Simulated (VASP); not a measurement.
## Driving VASP from ASE on MgCu2

Do ASE scripts that read MgCu2 from different structure formats give one answer, and do several routes find one equilibrium volume? All runs use LDA. Left out of this account: 1 further run (self-consistent run: a reference on another mesh). The start is a cell from a database of measured crystal structures.

Method: LDA; plane waves and PAW (Mg, Cu), in VASP 6.6.1.

The database entry behind the starting cell differs from later determinations by our own check (0.1 to 0.3 % short, probably kX units), so it need not match the best structure at ambient conditions.

## (1) Starting point

The structure is cubic, space group Fd-3m (No. 227). Conventional cell: a = 7.021 Å, b = 7.021 Å, c = 7.021 Å, α = 90.00°, β = 90.00°, γ = 90.00°. Nearest to Mg lie 12 Cu at 2.91 Å and 4 Mg at 3.04 Å. Nearest to Cu lie 6 Cu at 2.48 Å and 6 Mg at 2.91 Å. Farther neighbours are not listed.

Structure file:

```xyz
6
Lattice="0.0000 3.5105 3.5105 3.5105 0.0000 3.5105 3.5105 3.5105 0.0000" Properties=species:S:1:pos:R:3 pbc="T T T"
Mg    0.0000    0.0000    0.0000
Mg    1.7552    1.7552    1.7552
Cu    4.3881    4.3881    4.3881
Cu    4.3881    2.6329    2.6329
Cu    2.6329    2.6329    4.3881
Cu    2.6329    4.3881    2.6329
```

## (2) A single point (LDA, through ASE)

A single point through ASE, with the structure typed into the script.

Input file run.py:

```python
import numpy as np
from ase.calculators.vasp import Vasp
from ase import Atoms
from ase.dft.bandgap import bandgap

atoms = Atoms(['Mg', 'Mg', 'Cu', 'Cu', 'Cu', 'Cu'],
              cell=[[0.0, 3.5105, 3.5105], [3.5105, 0.0, 3.5105], [3.5105, 3.5105, 0.0]],
              scaled_positions=[[0.0, 0.0, 0.0], [0.25, 0.25, 0.25], [0.625, 0.625, 0.625], [0.125, 0.625, 0.625], [0.625, 0.625, 0.125], [0.625, 0.125, 0.625]],
              pbc=True)

calc = Vasp(
    xc='lda',
    pp='LDA',
    prec='Accurate',
    encut=400,
    ediff=1e-06,
    nelm=100,
    ismear=-1,
    sigma=0.05,
    lreal=False,
    algo='Normal',
    nbands=30,
    lasph=True,
    lorbit=11,
    lwave=False,
    lcharg=False,
    kpar=4,
    isif=2,
    pp_version='64',
    setups={'Mg': '', 'Cu': ''},
    kpts=(8, 8, 8),
    gamma=True,
    txt='vasp.out',
)
atoms.calc = calc

print("energy (eV):", round(atoms.get_potential_energy(), 6))
print("Fermi level (eV):", round(calc.get_fermi_level(), 4))
print("forces (eV/A):")
print(np.round(atoms.get_forces(), 4))
print("stress (GPa, Voigt, tension positive):", np.round(atoms.get_stress() * 160.21766, 3))
gap, p1, p2 = bandgap(calc, direct=False)
print("gap on the mesh (eV):", round(gap, 4))
```

Potentials, in the order of the species: Mg and Cu (LDA family, release 64).

Started as:

```sh
> export ASE_VASP_COMMAND="mpirun -np 4 vasp_std"
> python run.py
```

The program printed:

```text
energy (eV): -23.493847
Fermi level (eV): 5.3844
forces (eV/A):
[[ 0.  0.  0.]
 [-0. -0. -0.]
 [ 0. -0.  0.]
 [ 0. -0.  0.]
 [ 0. -0.  0.]
 [ 0. -0.  0.]]
stress (GPa, Voigt, tension positive): [ 8.232  8.232  8.232 -0.     0.     0.   ]
gap on the mesh (eV): 0.0
```

Run time: 7 s. Hardware: 4 MPI ranks of Intel Xeon 6975P-C (Granite Rapids), shared host; peak memory 0.7 GiB; 23 s of CPU time.

The logs omit lines about the potential files and the build; timing stands in the text.

ASE turned this into the INCAR:

```
ENCUT = 400.000000
SIGMA = 0.050000
EDIFF = 1.00e-06
ALGO = Normal
PREC = Accurate
ISIF = 2
ISMEAR = -1
KPAR = 4
LORBIT = 11
NBANDS = 30
NELM = 100
LASPH = .TRUE.
LCHARG = .FALSE.
LWAVE = .FALSE.
LREAL = .FALSE.
```

ASE turned this into the KPOINTS:

```
KPOINTS created by Atomic Simulation Environment
0
Gamma
8 8 8
0 0 0
```

vasp.out:

```text
[banner, memory and clock lines left out]
running    4 mpi-ranks, on    1 nodes
 distrk:  each k-point on    1 cores,    4 groups
 distr:  one band on    1 cores,    1 groups

 POSCAR found type information on POSCAR MgCu
 POSCAR found :  2 types and       6 ions
 LDA part: xc-table for (Slater(with rela. corr.)+CA(PZ))
 , standard interpolation
 POSCAR, INCAR and KPOINTS ok, starting setup
 FFT: planning ... GRIDC
 FFT: planning ... GRID_SOFT
 FFT: planning ... GRID
 WAVECAR not read
 entering main loop
       N       E                     dE             d eps       ncg     rms          rms(c)
DAV:   1     0.333976757578E+03    0.33398E+03   -0.17538E+04  1740   0.192E+03
DAV:   2    -0.173819666071E+01   -0.33571E+03   -0.32491E+03  1740   0.369E+02
DAV:   3    -0.276020126774E+02   -0.25864E+02   -0.22935E+02  1904   0.154E+02
DAV:   4    -0.282416920704E+02   -0.63968E+00   -0.63640E+00  2460   0.299E+01
DAV:   5    -0.282498285661E+02   -0.81365E-02   -0.81352E-02  2598   0.270E+00    0.198E+01
DAV:   6    -0.291581058317E+02   -0.90828E+00   -0.81198E+01  1966   0.194E+02    0.144E+01
DAV:   7    -0.236500530575E+02    0.55081E+01   -0.20262E+01  2134   0.937E+01    0.186E+00
DAV:   8    -0.237749657968E+02   -0.12491E+00   -0.37521E+00  2598   0.323E+01    0.417E+00
DAV:   9    -0.235064918611E+02    0.26847E+00   -0.90813E-01  2078   0.195E+01    0.574E-01
DAV:  10    -0.235050962619E+02    0.13956E-02   -0.43507E-02  2602   0.227E+00    0.247E-01
DAV:  11    -0.235039502701E+02    0.11460E-02   -0.64913E-03  2566   0.153E+00    0.685E-02
DAV:  12    -0.235039015492E+02    0.48721E-04   -0.58056E-04  2444   0.372E-01    0.245E-02
DAV:  13    -0.235038934477E+02    0.81015E-05   -0.34187E-05  2706   0.983E-02    0.246E-03
DAV:  14    -0.235038935731E+02   -0.12539E-06   -0.18152E-06  1394   0.185E-02
   1 F= -.23503894E+02 E0= -.23493847E+02  d E =-.200927E-01
```

Parts of OUTCAR (step 2):

```text
ion  position               nearest neighbor table
   1  0.000  0.000  0.000-   3 2.91   5 2.91   6 2.91   3 2.91   4 2.91   5 2.91   3 2.91   4 2.91
                             6 2.91   4 2.91   5 2.91   6 2.91   2 3.04   2 3.04   2 3.04   2 3.04
   2  0.250  0.250  0.250-   4 2.91   5 2.91   6 2.91   3 2.91   4 2.91   6 2.91   3 2.91   4 2.91
                             5 2.91   3 2.91   5 2.91   6 2.91   1 3.04   1 3.04   1 3.04   1 3.04
   3  0.625  0.625  0.625-   4 2.48   5 2.48   6 2.48   5 2.48   6 2.48   4 2.48   1 2.91   2 2.91
                             1 2.91   2 2.91   1 2.91   2 2.91
   4  0.125  0.625  0.625-   3 2.48   5 2.48   6 2.48   3 2.48   5 2.48   6 2.48   2 2.91   1 2.91
                             1 2.91   2 2.91   2 2.91   1 2.91
   5  0.625  0.625  0.125-   3 2.48   3 2.48   4 2.48   6 2.48   6 2.48   4 2.48   1 2.91   2 2.91
                             1 2.91   2 2.91   1 2.91   2 2.91
   6  0.625  0.125  0.625-   3 2.48   5 2.48   3 2.48   4 2.48   5 2.48   4 2.48   2 2.91   1 2.91
                             2 2.91   2 2.91   1 2.91   1 2.91

  LATTYP: Found a face centered cubic cell.
 ALAT       =     7.0210000000

 Subroutine GETGRP returns: Found 48 space group operations
 (whereof 24 operations were pure point group operations)

The static configuration has the point symmetry T_d .
 The point group associated with its full space group is O_h .

 Found     29 irreducible k-points:

   k-points           NKPTS =     29   k-points in BZ     NKDIM =     29   number of bands    NBANDS=     30

   dimension x,y,z NGX =    32 NGY =   32 NGZ =   32
   dimension x,y,z NGXF=    64 NGYF=   64 NGZF=   64

   ENCUT  =  400.0 eV  29.40 Ry    5.42 a.u.   8.10  8.10  8.10*2*pi/ulx,y,z

   NELECT =      48.0000    total number of electrons

 k-points in reciprocal lattice and weights: KPOINTS created by Atomic Simulation Env
   0.00000000  0.00000000  0.00000000       0.002
   0.12500000  0.00000000  0.00000000       0.016
   0.25000000  0.00000000  0.00000000       0.016
   0.37500000  0.00000000  0.00000000       0.016
   0.50000000  0.00000000  0.00000000       0.008
   0.12500000  0.12500000  0.00000000       0.012
   0.25000000  0.12500000  0.00000000       0.047
   0.37500000  0.12500000  0.00000000       0.047
   0.50000000  0.12500000  0.00000000       0.047
[...]
-0.37500000  0.50000000  0.12500000       0.023
  -0.25000000  0.50000000  0.25000000       0.012

 average (electrostatic) potential at core
       1 -36.0747       2 -36.0747       3 -66.6510       4 -66.6510       5 -66.6510
       6 -66.6510

 E-fermi :   5.3844

 k-point     1 :       0.0000    0.0000    0.0000
  band No.  band energies     occupation
    ...
     18       3.1054      2.00000
     19       3.8072      2.00000
     20       3.8072      2.00000
     21       3.8072      2.00000
     22       5.3317      1.48337
     23       5.5219      0.12012
     24       5.5219      0.12012
     25       5.5219      0.12012
     26       8.2778      0.00000
     27       8.2778      0.00000
    ...

 k-point     2 :       0.1250    0.0000    0.0000
  band No.  band energies     occupation
    ...
     19       3.6440      2.00000
     20       3.6440      2.00000
     21       3.8074      2.00000
     22       4.4949      2.00000
     23       5.3917      0.92687
     24       5.6380      0.01247
     25       5.6380      0.01247
     26       7.8496      0.00000
     27       7.8496      0.00000
     28       8.6198      0.00000
    ...

 k-point     3 :       0.2500    0.0000    0.0000
  band No.  band energies     occupation
    ...
     19       3.1586      2.00000
     20       3.3458      2.00000
     21       3.3458      2.00000
     22       3.8073      2.00000
     23       5.3728      1.11575
     24       5.7905      0.00059
     25       5.7905      0.00059
     26       7.3216      0.00000
     27       7.3216      0.00000
     28       8.8130      0.00000
    ...

  Total       -4.4456430     -4.4456430     -4.4456430     -0.0000000     -0.0000000     -0.0000000
  in kB      -82.3205450    -82.3205450    -82.3205450     -0.0000000     -0.0000000     -0.0000000
  external PRESSURE =     -82.3205450 kB  Pullay stress =       0.0000000 kB

  energy-cutoff  :      400.00
  volume of cell :       86.52
      direct lattice vectors                 reciprocal lattice vectors
     0.000000000  3.510500000  3.510500000    -0.142429853  0.142429853  0.142429853
     3.510500000  0.000000000  3.510500000     0.142429853 -0.142429853  0.142429853
     3.510500000  3.510500000  0.000000000     0.142429853  0.142429853 -0.142429853

 POSITION                                       TOTAL-FORCE (eV/Angst)
 -----------------------------------------------------------------------------------
      0.00000      0.00000      0.00000         0.000000      0.000000      0.000000
      1.75525      1.75525      1.75525        -0.000000     -0.000000     -0.000000
      4.38812      4.38812      4.38812         0.000000     -0.000000      0.000000
      4.38812      2.63287      2.63287         0.000000     -0.000000      0.000000
      2.63287      2.63287      4.38812         0.000000     -0.000000      0.000000
      2.63287      4.38812      2.63287         0.000000     -0.000000      0.000000
 -----------------------------------------------------------------------------------
    total drift:                                0.000000      0.000000      0.000000

  FREE ENERGIE OF THE ION-ELECTRON SYSTEM (eV)
  ---------------------------------------------------
  free  energy   TOTEN  =       -23.5038935731 eV

  energy  without entropy=      -23.4838008441  energy(sigma->0) =      -23.49384721

 total charge
# of ion       s       p       d       tot
------------------------------------------
    1        0.197   0.140   0.023   0.360
    2        0.197   0.140   0.023   0.360
    3        0.486   0.383   9.159  10.027
    4        0.486   0.383   9.159  10.027
    5        0.486   0.383   9.159  10.027
    6        0.486   0.383   9.159  10.027
--------------------------------------------------
tot          2.337   1.811  36.681  40.829

[... 3 further parts left out ...]
```

At this level the cell is under a tension of 8.2 GPa, so at these settings it is away from equilibrium.

Numbers from this step:

| Quantity | Value |
| --- | --- |
| electronic steps | 14 |
| electrons | 48 |
| bands | 30 |
| irreducible k points | 29 |
| symmetry operations | 48 |
| free energy (TOTEN) | -23.50 eV |
| energy at zero smearing | -23.49 eV |
| Fermi energy | 5.384 eV |
| pressure | -8.232 GPa |
| metallic | yes |

The pressure is -8.23 GPa and the largest force 0.000 eV/Å, so the cell is not at a minimum at these settings.

## (3) Self-consistent run (LDA, through ASE)

The single point through ASE, with the structure read from a CIF in P1. The mesh changes to 6×6×6, so this is no clean test of the format.

Edit run.py of step 2 so:

```diff
@@ -2,9 +2,6 @@
 from ase.calculators.vasp import Vasp
-from ase import Atoms
+from ase.io import read
 from ase.dft.bandgap import bandgap
 
-atoms = Atoms(['Mg', 'Mg', 'Cu', 'Cu', 'Cu', 'Cu'],
-              cell=[[0.0, 3.5105, 3.5105], [3.5105, 0.0, 3.5105], [3.5105, 3.5105, 0.0]],
-              scaled_positions=[[0.0, 0.0, 0.0], [0.25, 0.25, 0.25], [0.625, 0.625, 0.625], [0.125, 0.625, 0.625], [0.625, 0.625, 0.125], [0.625, 0.125, 0.625]],
-              pbc=True)
+atoms = read('MgCu2.cif')
 
@@ -30,3 +27,3 @@
     setups={'Mg': '', 'Cu': ''},
-    kpts=(8, 8, 8),
+    kpts=(6, 6, 6),
     gamma=True,
```

Input file MgCu2.cif:

```cif
data_MgCu2
_cell_length_a 4.96459671
_cell_length_b 4.96459671
_cell_length_c 4.96459671
_cell_angle_alpha 60.00000000
_cell_angle_beta 60.00000000
_cell_angle_gamma 60.00000000
_space_group_name_H-M_alt 'P1'
_space_group_name_Hall 'P 1'
_space_group_IT_number 1
loop_
_space_group_symop_operation_xyz
'x,y,z'
loop_
_atom_site_label
_atom_site_type_symbol
_atom_site_symmetry_multiplicity
_atom_site_Wyckoff_symbol
_atom_site_fract_x
_atom_site_fract_y
_atom_site_fract_z
_atom_site_occupancy
Mg1 Mg 1 a 0.0000000000 0.0000000000 0.0000000000 1
Mg2 Mg 1 a 0.2500000000 0.2500000000 0.2500000000 1
Cu1 Cu 1 a 0.6250000000 0.6250000000 0.6250000000 1
Cu2 Cu 1 a 0.1250000000 0.6250000000 0.6250000000 1
Cu3 Cu 1 a 0.6250000000 0.6250000000 0.1250000000 1
Cu4 Cu 1 a 0.6250000000 0.1250000000 0.6250000000 1
```

The program printed:

```text
energy (eV): -23.427335
Fermi level (eV): 5.3437
forces (eV/A):
[[-0.  0.  0.]
 [ 0. -0. -0.]
 [ 0.  0. -0.]
 [ 0.  0. -0.]
 [ 0.  0. -0.]
 [ 0.  0. -0.]]
stress (GPa, Voigt, tension positive): [8.024 8.024 8.024 0.    0.    0.   ]
gap on the mesh (eV): 0.0
```

It took 5.4 s on 4 MPI ranks; peak memory 0.62 GiB; 17 s of CPU time.

The INCAR that ASE wrote:

```
ENCUT = 400.000000
SIGMA = 0.050000
EDIFF = 1.00e-06
ALGO = Normal
PREC = Accurate
ISIF = 2
ISMEAR = -1
KPAR = 4
LORBIT = 11
NBANDS = 30
NELM = 100
LASPH = .TRUE.
LCHARG = .FALSE.
LWAVE = .FALSE.
LREAL = .FALSE.
```

The KPOINTS that ASE wrote:

```
KPOINTS created by Atomic Simulation Environment
0
Gamma
6 6 6
0 0 0
```

vasp.out:

```text
[... set-up lines as in an earlier step ...]
 entering main loop
       N       E                     dE             d eps       ncg     rms          rms(c)
DAV:   1     0.334030743755E+03    0.33403E+03   -0.17689E+04   968   0.194E+03
DAV:   2    -0.263895676480E+01   -0.33667E+03   -0.32602E+03   960   0.365E+02
DAV:   3    -0.276112639959E+02   -0.24972E+02   -0.22270E+02  1070   0.153E+02
DAV:   4    -0.282108766818E+02   -0.59961E+00   -0.59665E+00  1348   0.291E+01
DAV:   5    -0.282190827423E+02   -0.82061E-02   -0.82046E-02  1452   0.273E+00    0.200E+01
DAV:   6    -0.292534549621E+02   -0.10344E+01   -0.82348E+01  1074   0.195E+02    0.146E+01
DAV:   7    -0.235964773065E+02    0.56570E+01   -0.20587E+01  1176   0.943E+01    0.197E+00
DAV:   8    -0.237147994631E+02   -0.11832E+00   -0.38952E+00  1456   0.330E+01    0.422E+00
DAV:   9    -0.234455962384E+02    0.26920E+00   -0.90470E-01  1164   0.194E+01    0.551E-01
DAV:  10    -0.234447130776E+02    0.88316E-03   -0.42334E-02  1364   0.219E+00    0.306E-01
DAV:  11    -0.234430844319E+02    0.16286E-02   -0.91150E-03  1362   0.186E+00    0.808E-02
DAV:  12    -0.234430262232E+02    0.58209E-04   -0.73586E-04  1330   0.446E-01    0.241E-02
DAV:  13    -0.234430168303E+02    0.93929E-05   -0.40758E-05  1476   0.104E-01    0.197E-03
DAV:  14    -0.234430170522E+02   -0.22194E-06   -0.25115E-06   784   0.162E-02
   1 F= -.23443017E+02 E0= -.23427335E+02  d E =-.313644E-01
```

From OUTCAR (step 3):

```text
  LATTYP: Found a face centered cubic cell.
 ALAT       =     7.0209999990

 Found     16 irreducible k-points:

   k-points           NKPTS =     16   k-points in BZ     NKDIM =     16   number of bands    NBANDS=     30

   NELECT =      48.0000    total number of electrons

 E-fermi :   5.3437

 k-point     1 :       0.0000    0.0000    0.0000
  band No.  band energies     occupation
    ...
     18       3.1075      2.00000
     19       3.8120      2.00000
     20       3.8120      2.00000
     21       3.8120      2.00000
     22       5.3211      1.22221
     23       5.5216      0.05532
     24       5.5216      0.05532
     25       5.5216      0.05532
     26       8.2818      0.00000
     27       8.2818      0.00000
    ...

 k-point     2 :       0.1667    0.0000   -0.0000
  band No.  band energies     occupation
    ...
     19       3.5489      2.00000
     20       3.5489      2.00000
     21       3.8121      2.00000
     22       4.0176      2.00000
     23       5.3790      0.66063
     24       5.6994      0.00163
     25       5.6994      0.00163
     26       7.6645      0.00000
     27       7.6645      0.00000
     28       8.8060      0.00000
    ...

  Total       -4.3334648     -4.3334648     -4.3334648     -0.0000000     -0.0000000     -0.0000000
  in kB      -80.2433281    -80.2433281    -80.2433281     -0.0000000     -0.0000000     -0.0000000
  external PRESSURE =     -80.2433281 kB  Pullay stress =       0.0000000 kB

  energy-cutoff  :      400.00
  volume of cell :       86.52
      direct lattice vectors                 reciprocal lattice vectors
     4.964596710  0.000000000  0.000000000     0.201426230 -0.116293488 -0.082231914
     2.482298355  4.299466870  0.000000000     0.000000000  0.232586977 -0.082231914
     2.482298355  1.433155623  4.053576239     0.000000000  0.000000000  0.246695742

 POSITION                                       TOTAL-FORCE (eV/Angst)
 -----------------------------------------------------------------------------------
      0.00000      0.00000      0.00000        -0.000000      0.000000      0.000000
      2.48230      1.43316      1.01339         0.000000     -0.000000     -0.000000
      6.20575      3.58289      2.53349         0.000000      0.000000     -0.000000
      3.72345      3.58289      2.53349         0.000000      0.000000     -0.000000
      4.96460      2.86631      0.50670         0.000000      0.000000     -0.000000
      4.96460      1.43316      2.53349         0.000000      0.000000     -0.000000
 -----------------------------------------------------------------------------------
    total drift:                                0.000000      0.000000      0.000000

  FREE ENERGIE OF THE ION-ELECTRON SYSTEM (eV)
  ---------------------------------------------------
  free  energy   TOTEN  =       -23.4430170522 eV

  energy  without entropy=      -23.4116526163  energy(sigma->0) =      -23.42733483

 total charge
# of ion       s       p       d       tot
------------------------------------------
    1        0.196   0.141   0.023   0.360
    2        0.196   0.141   0.023   0.360
    3        0.486   0.380   9.161  10.027
    4        0.486   0.380   9.161  10.027
    5        0.486   0.380   9.161  10.027
    6        0.486   0.380   9.161  10.027
--------------------------------------------------
tot          2.336   1.803  36.690  40.829

[... 4 parts as in an earlier step ...]

[... 7 further parts left out ...]
```

The k-mesh is coarse for a metal. At this level the cell is under a tension of 8.0 GPa, so at these settings it is away from equilibrium.

Numbers from this step:

```
irreducible k points    : 16
free energy (TOTEN)     : -23.44 eV
energy at zero smearing : -23.43 eV
Fermi energy            : 5.344 eV
pressure                : -8.024 GPa
```

The energy lies +11.09 meV an atom from the first script, on another mesh.

[end of part 1 of 3]

[Lines on the potential files, build, host, timing and source positions are cut from VASP's logs without a mark.]

[Logs are printed without paths, hosts, clocks, repeated set-up lines and the standing remarks that a program may print on its own settings, such as how far it seeks lower states.]

[Hosts, paths, dates, database ids (printed as entryN), source tags and the programs' standing remarks are cut or masked in the printed files.]

[A measured line is paired with the nearest computed mode of its activity, which favours agreement.]
